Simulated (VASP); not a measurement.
VASP runs on Li2O (antifluorite) share one base input (PBE GGA, plane waves, VASP's PBE PAW potentials (set 64)) and change the settings named in each case.

**INCAR**
```
SYSTEM = Li2O
PREC = Accurate
ENCUT = 520
EDIFF = 1E-6
NELM = 100
ALGO = Normal
LREAL = .FALSE.
LASPH = .TRUE.
ISMEAR = 0
SIGMA = 0.05
GGA = PE
LWAVE = .FALSE.
LCHARG = .FALSE.
ISIF = 2
```

POSCAR:
```
Li2O
2.35620
  0.0000000000   1.0000000000   1.0000000000
  1.0000000000   0.0000000000   1.0000000000
  1.0000000000   1.0000000000   0.0000000000
Li O
2 1
Cart
  0.5000000000   0.5000000000   0.5000000000
  1.5000000000   1.5000000000   1.5000000000
  0.0000000000   0.0000000000   0.0000000000
```

### KPOINTS
```
Automatic mesh
0
Gamma
7 7 7
0 0 0
```

POTCAR, in this order: Li_sv O (PBE.64 set). Program: vasp_std.

| change | E(σ→0) (eV/atom) | irreducible k-points |
|---|---|---|
| base run | -4.7771 | 20 |
| KPOINTS 3×3×3 Γ-centred mesh | -4.7693 | 4 |
| KPOINTS 4×4×4 Γ-centred mesh | -4.7763 | 8 |
| KPOINTS 10×10×10 Γ-centred mesh | -4.7771 | 47 |
| KPOINTS 13×13×13 Γ-centred mesh | -4.7771 | 84 |

Left out are runs that ran out of time, are held back, or changed the cell or the kind of run, fixed moments of cells without a moment, rows past the twelfth, gaps on odd meshes, pressures of charged cells and columns that move by less than the noise.

The compound is Li2O in the antifluorite structure. The cell was not relaxed at this level.
